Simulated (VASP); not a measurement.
# CrO3F3 (P1) in VASP: reference runs

Aim: a first look at CrO3F3 with PBE, on the cell as given.

Everything below comes from runs of VASP 6.6.1. Logs are shortened: lines on timing, memory, paths and dates and some standing lists are left out, and cuts for length are marked.

## (1) Starting point

The typed cell holds 7 atoms: a = 4.984 Å, b = 5.385 Å, c = 5.564 Å, α = 116.79°, β = 105.31°, γ = 102.98°.

The cell comes from a database or a generator and needn't be the stable form of this composition.

## (2) Single point, PBE, collinear spin, ferromagnetic start

Contents of INCAR:

```
SYSTEM = CrO3F3
PREC = Accurate
ENCUT = 520
EDIFF = 1E-7
ISMEAR = -1
SIGMA = 0.05
LREAL = .False.
LASPH = .True.
NELM = 150
ALGO = Normal
ISIF = 2
LWAVE = .False.
LCHARG = .True.
ISPIN = 2
MAGMOM = 3 0 0 0 0 0 0
LORBIT = 11
LMAXMIX = 4
GGA = PE
LELF = .True.
LVHAR = .True.
NBANDS = 38
```

Contents of KPOINTS:

```
Automatic mesh
0
Gamma
  6 6 6
  0 0 0
```

Contents of POSCAR:

```
CrO3F3
1.0
    4.9840552895      0.0000000000      0.0000000000
   -1.2090520374      5.2473542438      0.0000000000
   -1.4695812923     -2.9120908293      4.5080818127
Cr F O
1 3 3
Direct
    0.1103490000      0.0522590000      0.0115060000
    0.4173010000      0.2205320000      0.3544990000
    0.2756720000      0.1794700000      0.8256060000
    0.8814730000      0.2358510000      0.1344350000
    0.0079190000      0.7026790000      0.8850620000
    0.6217190000      0.8315410000      0.5005940000
    0.6855670000      0.7776680000      0.2882970000
```

Potentials or basis: VASP PAW PBE potentials, release 64 (Cr_pv, F, O).

On the command line:

```sh
$ cat potpaw_PBE.64/Cr_pv/POTCAR potpaw_PBE.64/F/POTCAR potpaw_PBE.64/O/POTCAR > POTCAR
$ mpirun -np 1 vasp_std > vasp.out
```

OUTCAR:

```text
SYSTEM = CrO3F3
   PREC = Accurate
   ENCUT = 520
   EDIFF = 1E-7
   ISMEAR = -1
   LREAL = .False.
   LASPH = .True.
   NELM = 150
   ISIF = 2
   ISPIN = 2
   LORBIT = 11
   GGA = PE

 ion  position               nearest neighbor table
   1  0.110  0.052  0.012-   5 1.58   3 1.75   4 1.75   2 1.76
   2  0.417  0.221  0.354-   1 1.76
   3  0.276  0.179  0.826-   1 1.75
   4  0.881  0.236  0.134-   1 1.75
   5  0.008  0.703  0.885-   1 1.58
   6  0.622  0.832  0.501-   7 1.23
   7  0.686  0.778  0.288-   6 1.23

  LATTYP: Found a triclinic cell.
 ALAT       =     6.4151852744
 B/A-ratio  =     1.6290112188
 C/A-ratio  =     1.5838858105
 COS(alpha) =     0.0072874403
 COS(beta)  =     0.3947730751
 COS(gamma) =     0.9051815597

  Lattice vectors:

 A1 = (  -3.5144739972,   2.9120908293,  -4.5080818127)
 A2 = (  -4.7235260346,   8.1594450731,  -4.5080818127)
 A3 = (   0.3732113699,  -4.6705268290,  -9.0161636254)

Analysis of symmetry for initial positions (statically):
=====================================================================
 Subroutine PRICEL returns:
 Original cell was already a primitive cell.

 Routine SETGRP: Setting up the symmetry group for a
 triclinic supercell.

 Subroutine GETGRP returns: Found  1 space group operations
 (whereof  1 operations were pure point group operations)
 out of a pool of  2 trial point group operations.

The static configuration has the point symmetry C_1 .

Analysis of symmetry for dynamics (positions and initial velocities):
=====================================================================
 Subroutine PRICEL returns:
 Original cell was already a primitive cell.

 Routine SETGRP: Setting up the symmetry group for a
 triclinic supercell.

 Subroutine GETGRP returns: Found  1 space group operations
 (whereof  1 operations were pure point group operations)
 out of a pool of  2 trial point group operations.

The dynamic configuration has the point symmetry C_1 .

Analysis of structural, dynamic, and magnetic symmetry:
=====================================================================
 Subroutine PRICEL returns:
 Original cell was already a primitive cell.

 Routine SETGRP: Setting up the symmetry group for a
 triclinic supercell.

 Subroutine GETGRP returns: Found  1 space group operations
 (whereof  1 operations were pure point group operations)
 out of a pool of  2 trial point group operations.

The overall configuration has the point symmetry C_1 .

 Subroutine INISYM returns: Found  1 space group operations
 (whereof  1 operations are pure point group operations),
 and found     1 'primitive' translations

----------------------------------------------------------------------------------------

                                     Primitive cell

  volume of cell :     117.9003

  direct lattice vectors                    reciprocal lattice vectors
     4.984055289  0.000000000  0.000000000     0.200639829  0.046229773  0.095269308
    -1.209052037  5.247354244  0.000000000     0.000000000  0.190572230  0.123104164
    -1.469581292 -2.912090829  4.508081813     0.000000000  0.000000000  0.221823836

  length of vectors
     4.984055289  5.384842931  5.564417652     0.226869508  0.226875318  0.221823836

  position of ions in fractional coordinates (direct lattice)
     0.110349000  0.052259000  0.011506000
     0.417301000  0.220532000  0.354499000
     0.275672000  0.179470000  0.825606000
     0.881473000  0.235851000  0.134435000
     0.007919000  0.702679000  0.885062000
     0.621719000  0.831541000  0.500594000
     0.685567000  0.777668000  0.288297000

  ion indices of the primitive-cell ions
   primitive index   ion index
                 1           1
                 2           2
                 3           3
                 4           4
                 5           5
                 6           6
                 7           7

----------------------------------------------------------------------------------------

 KPOINTS: Automatic mesh

Automatic generation of k-mesh.
 Grid dimensions read from file:
 generate k-points for:    6    6    6

 Generating k-lattice:

  Cartesian coordinates                     Fractional coordinates (reciprocal lattice)
     0.033439971  0.007704962  0.015878218     0.166666667  0.000000000  0.000000000
     0.000000000  0.031762038  0.020517361     0.000000000  0.166666667  0.000000000
     0.000000000  0.000000000  0.036970639     0.000000000  0.000000000  0.166666667

  Length of vectors
     0.037811585  0.037812553  0.036970639

  Shift w.r.t. Gamma in fractional coordinates (k-lattice)
     0.000000000  0.000000000  0.000000000

 Subroutine IBZKPT returns following result:
 ===========================================

 Found    112 irreducible k-points:

 Following reciprocal coordinates:
            Coordinates               Weight
  0.000000  0.000000  0.000000      1.000000
  0.166667  0.000000  0.000000      2.000000
  0.333333  0.000000  0.000000      2.000000
  0.500000 -0.000000 -0.000000      1.000000
  0.000000  0.166667  0.000000      2.000000
  0.166667  0.166667 -0.000000      2.000000
[... 16 lines left out ...]
  0.333333  0.000000  0.166667      2.000000
  0.500000 -0.000000  0.166667      2.000000
 [... further k-points ...]
   k-points           NKPTS =    112   k-points in BZ     NKDIM =    112   number of bands    NBANDS=     38
   number of dos      NEDOS =    301   number of ions     NIONS =      7
   total plane-waves  NPLWV =  67200
   dimension x,y,z NGX =    40 NGY =   40 NGZ =   42
   dimension x,y,z NGXF=    80 NGYF=   80 NGZF=   84
   ions per type =               1   3   3
   NGX,Y,Z   is equivalent  to a cutoff of  13.34, 12.35, 12.55 a.u.
   NGXF,Y,Z  is equivalent  to a cutoff of  26.68, 24.70, 25.10 a.u.
 SYSTEM =  CrO3F3
   PREC   = accura    normal or accurate (medium, high low for compatibility)
   ISTART =      0    job   : 0-new  1-cont  2-samecut
   ICHARG =      2    charge: 1-file 2-atom 10-const
   ISPIN  =      2    spin polarized calculation?
   LNONCOLLINEAR =      F non collinear calculations
   LSORBIT =      F    spin-orbit coupling
   LASPH  =      T    aspherical Exc in radial PAW
   ENCUT  =  520.0 eV  38.22 Ry    6.18 a.u.   9.27 10.01 10.35*2*pi/ulx,y,z
   NELM   =    150;   NELMIN=  2; NELMDL= -5     # of ELM steps
   EDIFF  = 0.1E-06   stopping-criterion for ELM
   LREAL  =      F    real-space projection
   EDIFFG = 0.1E-05   stopping-criterion for IOM
   NSW    =      0    number of steps for IOM
   IBRION =     -1    ionic relax: 0-MD 1-quasi-New 2-CG
   NFREE  =      0    steps in history (QN), initial steepest desc. (CG)
   ISIF   =      2    stress and relaxation
   ISYM   =      2    0-nonsym 1-usesym 2-fastsym
   POTIM  = 0.5000    time-step for ionic-motion
   TEBEG  =    0.0;   TEEND  =   0.0 temperature during run
   PSTRESS=    0.0 pullay stress
   NELECT =      51.0000    total number of electrons
   NUPDOWN=      -1.0000    fix difference up-down
   EMIN   =  10.00;   EMAX   =-10.00  energy-range for DOS
   EFERMI =   0.00;   METHOD = LEGACY
   ISMEAR =    -1;   SIGMA  =   0.05  broadening in eV -4-tet -1-fermi 0-gaus
   EFERMI_NEDOS =   21; number of points for ismear=-14 and -15
   IALGO  =     38    algorithm
   IMIX   =      4    mixing-type and parameters
     AMIX     =   0.40;   BMIX     =  1.00
     AMIX_MAG =   1.60;   BMIX_MAG =  1.00
  volume/ion in A,a.u.               =      16.84       113.66
  Fermi-wavevector in a.u.,A,eV,Ry     =   1.238112  2.339692 20.856656  1.532921
  Thomas-Fermi vector in A             =   2.372651
   LORBIT       =     11    0 simple, 1 ext, 2 COOP (PROOUT), +10 PAW based schemes
   GGA     = PE    functional components
   LHFCALC =     F    Hartree Fock is set to
   AEXX    =    0.0000 exact exchange contribution
   IVDW    =     0    specifies the selected vdW correction
   LEPSILON=     F    determine dielectric tensor
   LRPA    =     F    only Hartree local field effects (RPA)
 spin polarized calculation
  energy-cutoff  :      520.00
  volume of cell :      117.90
 maximum number of plane-waves:      3196
 NGX is ok and might be reduce to    40
   NGX = 19   NGY = 21   NGZ = 21

 number of electron      50.9999995 magnetization      -0.0063668

 number of electron      50.9999991 magnetization       2.9999960

 Free energy of the ion-electron system (eV)
  ---------------------------------------------------
  ext. energy  EPLUGINS =         0.00000000
  ---------------------------------------------------
  free energy    TOTEN  =       -40.24349769 eV

  energy without entropy =      -40.24286482  energy(sigma->0) =      -40.24318126

 E-fermi :  -1.2752     XC(G=0):  -7.7980

 val. band max:       -1.6015715495   @ k =   0.0000   0.5000  -0.0000
 cond. band min:      -0.9831589698   @ k =   0.5000  -0.0000   0.5000
 fundamental gap:      0.6184125797
 Fermi energy:        -1.2752306611

 spin component 1

 k-point     1 :       0.0000    0.0000    0.0000
  band No.  band energies     occupation
      1     -47.0250      1.00000
      2     -46.7119      1.00000
      3     -46.6811      1.00000
      4     -28.0331      1.00000
      5     -24.5084      1.00000
      6     -24.2775      1.00000
[... 29 lines left out ...]
     36       9.8594      0.00000
     37      10.4429      0.00000

 k-point     2 :       0.1667    0.0000    0.0000
  band No.  band energies     occupation
      1     -47.0250      1.00000
      2     -46.7119      1.00000
      3     -46.6812      1.00000
      4     -28.0325      1.00000
      5     -24.4947      1.00000
      6     -24.2880      1.00000
[... 29 lines left out ...]
     36       9.7604      0.00000
     37      10.2662      0.00000
[... 838 lines left out ...]
     36       8.7571      0.00000
     37       9.9076      0.00000

 k-point    24 :       0.5000   -0.0000    0.1667
  band No.  band energies     occupation
      1     -47.0250      1.00000
      2     -46.7119      1.00000
      3     -46.6813      1.00000
      4     -28.0309      1.00000
      5     -24.4311      1.00000
      6     -24.3379      1.00000
[... 29 lines left out ...]
     36       8.7837      0.00000
     37      10.0712      0.00000

 [... further k-points ...]

 spin component 2

 k-point     1 :       0.0000    0.0000    0.0000
  band No.  band energies     occupation
      1     -46.4947      1.00000
      2     -45.4105      1.00000
      3     -45.3368      1.00000
      4     -26.8510      1.00000
      5     -24.4352      1.00000
      6     -24.1966      1.00000
[... 29 lines left out ...]
     36      10.0518      0.00000
     37      10.6603      0.00000

 k-point     2 :       0.1667    0.0000    0.0000
  band No.  band energies     occupation
      1     -46.4947      1.00000
      2     -45.4105      1.00000
      3     -45.3368      1.00000
      4     -26.8502      1.00000
      5     -24.4218      1.00000
      6     -24.2075      1.00000
[... 29 lines left out ...]
     36       9.9331      0.00000
     37      10.4757      0.00000
[... 838 lines left out ...]
     36       9.2261      0.00000
     37      10.1292      0.00000

 k-point    24 :       0.5000   -0.0000    0.1667
  band No.  band energies     occupation
      1     -46.4947      1.00000
      2     -45.4106      1.00000
      3     -45.3369      1.00000
      4     -26.8477      1.00000
      5     -24.3603      1.00000
      6     -24.2573      1.00000
[... 29 lines left out ...]
     36       9.1460      0.00000
     37      10.2897      0.00000

 [... further k-points ...]

 [bands above 37 left out]

------------------------ aborting loop because EDIFF is reached ----------------------------------------

  FORCE on cell =-STRESS in cart. coord.  units (eV):
  Direction    XX          YY          ZZ          XY          YZ          ZX
  --------------------------------------------------------------------------------------
  -------------------------------------------------------------------------------------
  Total        0.2118601     -0.4716735     -0.0420107      0.2549068     -0.1500850      0.2153609
  in kB        2.8790200     -6.4096898     -0.5708939      3.4639932     -2.0395434      2.9265943
  external PRESSURE =      -1.3671879 kB  Pullay stress =       0.0000000 kB

 VOLUME and BASIS-vectors are now :
 -----------------------------------------------------------------------------
  energy-cutoff  :      520.00
  volume of cell :      117.90
      direct lattice vectors                 reciprocal lattice vectors
     4.984055289  0.000000000  0.000000000     0.200639829  0.046229773  0.095269308
    -1.209052037  5.247354244  0.000000000     0.000000000  0.190572230  0.123104164
    -1.469581292 -2.912090829  4.508081813     0.000000000  0.000000000  0.221823836

 POSITION                                       TOTAL-FORCE (eV/Angst)
 -----------------------------------------------------------------------------------
      0.46989      0.24071      0.05187         0.113849     -0.345087     -0.013615
      1.29225      0.12488      1.59811        -0.190928      0.121419     -0.305124
     -0.05632     -1.46250      3.72190        -0.168463     -0.294363      0.128285
      3.91059      0.84611      0.60604         0.270438     -0.168883     -0.089961
     -2.11078      1.10982      3.98993        -0.079652      0.639942      0.219990
      1.35764      2.90561      2.25672         0.117981      0.061159      0.015207
      2.05299      3.24115      1.29967        -0.063225     -0.014186      0.045218
 -----------------------------------------------------------------------------------
    total drift:                                0.001880     -0.000729     -0.000859

  FREE ENERGIE OF THE ION-ELECTRON SYSTEM (eV)
  ---------------------------------------------------
  free  energy   TOTEN  =       -40.2434976874 eV

  energy  without entropy=      -40.2428648241  energy(sigma->0) =      -40.24318126

 total charge

# of ion       s       p       d       tot
------------------------------------------
    1        0.425   6.535   4.320  11.280
    2        1.749   4.291   0.000   6.040
    3        1.749   4.291   0.000   6.041
    4        1.749   4.293   0.000   6.042
    5        1.619   3.290   0.000   4.909
    6        1.612   3.288   0.000   4.900
    7        1.616   3.263   0.000   4.880
--------------------------------------------------
tot         10.520  29.253   4.320  44.093

 magnetization (x)

# of ion       s       p       d       tot
------------------------------------------
    1        0.006   0.008   0.970   0.984
    2        0.000   0.062   0.000   0.062
    3        0.000   0.032   0.000   0.033
    4        0.001   0.032   0.000   0.032
    5       -0.001  -0.092   0.000  -0.093
    6        0.010   0.743   0.000   0.752
    7        0.010   0.820   0.000   0.831
--------------------------------------------------
tot          0.026   1.604   0.970   2.601
```

Wall time 69 min (1 thread of Intel Xeon Platinum 8488C (Sapphire Rapids), shared host); peak memory 0.79 GiB.

Results:

```yaml
Free_energy: -40.2435 eV
Pressure: -0.1 GPa
Largest_force: 0.681 eV/Å
Band_gap_on_the_k_mesh: 0.62 eV, indirect (least direct gap 0.65 eV)
Net_moment: 3.00 μB per cell
Site_moments: Cr +0.98; F +0.06, +0.03; O -0.09, +0.75, +0.83 μB
Valence_electrons_inside_the_program's_atomic_spheres: Cr 11.28; F 6.04; O 4.91, 4.90, 4.88
```

Forces in eV/Å, atoms in the order of the input:
```
Cr   0.114 -0.345 -0.014
F   -0.191  0.121 -0.305
F   -0.168 -0.294  0.128
F    0.270 -0.169 -0.090
O   -0.080  0.640  0.220
O    0.118  0.061  0.015
O   -0.063 -0.014  0.045
```

Caveat: the standard files for N, O and F lose accuracy on very short bonds; a cell with one magnetic atom can't hold antiferromagnetic order, which such compounds often take. A k mesh can miss the band edges.
